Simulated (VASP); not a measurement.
Method: PBEsol GGA, VASP's PBE PAW potentials (set 64) (plane waves; VASP 6.6.1).

A VASP calculation is set up with these files.

POSCAR:
```
KBr
1.0
  0.0000000000   2.6632203950   2.6632203950
  2.6632203950   0.0000000000   2.6632203950
  2.6632203950   2.6632203950   0.0000000000
K Br
1 1
Direct
  0.0000000000   0.0000000000   0.0000000000
  0.5000000000   0.5000000000   0.5000000000
```

### INCAR
```
ALGO=Normal
EDIFF=1E-6
EDIFFG=-0.02
ENCUT=500
GGA=PS
IBRION=2
ISIF=3
ISMEAR=0
LASPH=.TRUE.
LCHARG=.FALSE.
LMAXMIX=4
LREAL=.FALSE.
LWAVE=.FALSE.
NELM=100
NSW=40
PREC=Accurate
PSTRESS=450
SIGMA=0.05
SYSTEM=KBr
```

**KPOINTS**
```
Automatic mesh
0
Gamma
9 9 9
0 0 0
```

POTCAR, in this order: K_sv Br (PBE.64 set). Program: vasp_std.

Question: What will the output report for the number of irreducible k-points (NKPTS), largest plane-wave count, number of space-group operations, FFT grid (NGX, NGY, NGZ)?

Answer: 
```
Item                                          Result
--------------------------------------  ------------
number of irreducible k-points (NKPTS)            35
largest plane-wave count                         969
number of space-group operations                  48
FFT grid (NGX, NGY, NGZ)                28 × 28 × 28
```

The compound is KBr in the rock salt structure. It was relaxed first under an external pressure of 45 GPa.
